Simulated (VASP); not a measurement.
A convergence study with VASP on BaTiO3 (cubic perovskite): one setting is varied, all else stays as given below, so the limit is that of these other settings.

```
BaTiO3
1.0
    4.00000     0.00000     0.00000
    0.00000     4.00000     0.00000
    0.00000     0.00000     4.00000
Ba Ti O
1 1 3
Direct
  0.00000   0.00000   0.00000
  0.50000   0.50000   0.50000
  0.50000   0.00000   0.50000
  0.00000   0.50000   0.50000
  0.50000   0.50000   0.00000
```

All values below come from LDA (Ceperley-Alder, Perdew-Zunger), VASP's LDA PAW potentials (set 64) (plane waves; VASP). The tightest run used: 700 eV cut-off, 10×10×10 Monkhorst-Pack mesh, Gaussian smearing of 0.050 eV, potentials Ba_sv Ti_sv O.

Q: The settings run are 2×2×2 mesh; 3×3×3 mesh; 4×4×4 mesh; 5×5×5 mesh; 6×6×6 mesh; 7×7×7 mesh; 8×8×8 mesh; 9×9×9 mesh; 10×10×10 mesh. From which on does the energy per atom stay within 0.005 eV/atom of the tightest run?

A: From 4×4×4 mesh on: it is off by 0.0029 there and by no more than 0.005 in any finer run, while 3×3×3 mesh is off by 0.0206.
```tsv
setting	E (eV/atom)	pressure (GPa)	irreducible k-points	difference judged (eV/atom)
2×2×2 mesh	-8.8934	-7.27	1	0.0680
3×3×3 mesh	-8.8048	-6.48	4	0.0206
4×4×4 mesh	-8.8282	-6.80	4	0.0029
5×5×5 mesh	-8.8247	-6.76	10	0.0007
6×6×6 mesh	-8.8254	-6.77	10	0.0001
7×7×7 mesh	-8.8253	-6.77	20	0.0000
8×8×8 mesh	-8.8253	-6.77	20	0.0000
9×9×9 mesh	-8.8253	-6.77	35	0.0000
10×10×10 mesh	-8.8253	-6.78	35	0.0000
```

Left out are rungs that failed or repeat a setting and relaxations that didn't move; long series are thinned to 24 rows.

The compound is BaTiO3 in the cubic perovskite structure, the ideal cubic form; the compound distorts at low or room temperature. The cell was not relaxed at this level.
